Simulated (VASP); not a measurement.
Here is a VASP 6.6.1 calculation.

Contents of INCAR:

```
SYSTEM = ScHCl2O
PREC     = Accurate       ! precision mode
ENCUT    = 520            ! plane-wave cutoff, eV
EDIFF    = 1E-6           ! SCF threshold, eV
ISMEAR   = 0              ! smearing method
SIGMA    = 0.01           ! smearing width, eV
LREAL    = .FALSE.        ! projectors in reciprocal space
LASPH    = .TRUE.         ! aspherical terms in the spheres
NELM     = 100            ! most SCF steps
ALGO     = Normal         ! electronic algorithm
ISIF     = 2              ! what is computed and relaxed
LWAVE    = .FALSE.        ! write WAVECAR
LCHARG   = .TRUE.         ! write CHGCAR
GGA      = PE             ! functional
LELF     = .TRUE.         ! ELF
```

The input KPOINTS:

```
Automatic mesh
0
G
  1 1 1
  0 0 0
```

The input POSCAR:

```
ScHCl2O
1.0
   12.0000000000      0.0000000000      0.0000000000
    0.0000000000     14.0000000000      0.0000000000
    0.0000000000      0.0000000000     12.0000000000
O Sc Cl H
1 1 2 1
Direct
    0.5932125000      0.5976928600      0.5652750000
    0.5351791700      0.4818071400      0.5265833300
    0.6203458300      0.3449071400      0.5885250000
    0.3784125000      0.4759714300      0.4171416700
    0.6237541700      0.6580928600      0.5857250000
```

Potentials or basis: VASP PAW PBE potentials, release 64 (O, Sc_sv, Cl, H).

The run is started by

```bash
$ cat potpaw_PBE.64/O/POTCAR potpaw_PBE.64/Sc_sv/POTCAR potpaw_PBE.64/Cl/POTCAR potpaw_PBE.64/H/POTCAR > POTCAR
$ mpirun -np 1 vasp_gam > vasp.out
```

Task: What does it give for the largest force?

Result: 0.633 eV/Å.

Task: Predict the gap between the frontier levels.

Result: 3.91 eV.

Forces in eV/Å, atoms in the order of the input:
```
O   -0.047 -0.098 -0.030
Sc  -0.121 -0.302 -0.081
Cl   0.093 -0.164  0.069
Cl  -0.169  0.002 -0.120
H    0.244  0.562  0.161
```

As with any semilocal functional, this PBE gap is likely too small.
